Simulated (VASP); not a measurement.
Data:

```xyz
3
Lattice="1.5674 0.9049 6.6920 -1.5674 0.9049 6.6920 0.0000 -1.8098 6.6920" Properties=species:S:1:pos:R:3 pbc="T T T"
Re     0.0000     0.0000     0.0000
Se     0.0000     0.0000     4.9184
Se     0.0000     0.0000    15.1576
```

Calculation: PBEsol GGA with spin-orbit coupling, VASP's PBE PAW potentials (set 64) (plane waves; VASP). Run with 400 eV cut-off, 10×10×10 Γ-centred mesh, Gaussian smearing of 0.050 eV, potentials Re Se.

The job: ReSe2 (relaxed from the CdCl2 structure, space group R-3m), 3 atoms, PBEsol+SOC, static run, 400 eV, 10×10×10 Γ-centred mesh. Roughly how much core time does it take on a busy server core?

About 20 core-minutes (one run on a shared machine, a rough figure). It had 116 irreducible k-points, 26 bands, up to 2098 plane waves and 14 electronic steps.

The structure was generated: ReSe2 was put into the CdCl2 type (R-3m), which need not be its known phase. It was relaxed first, which changed the volume by -27 %.
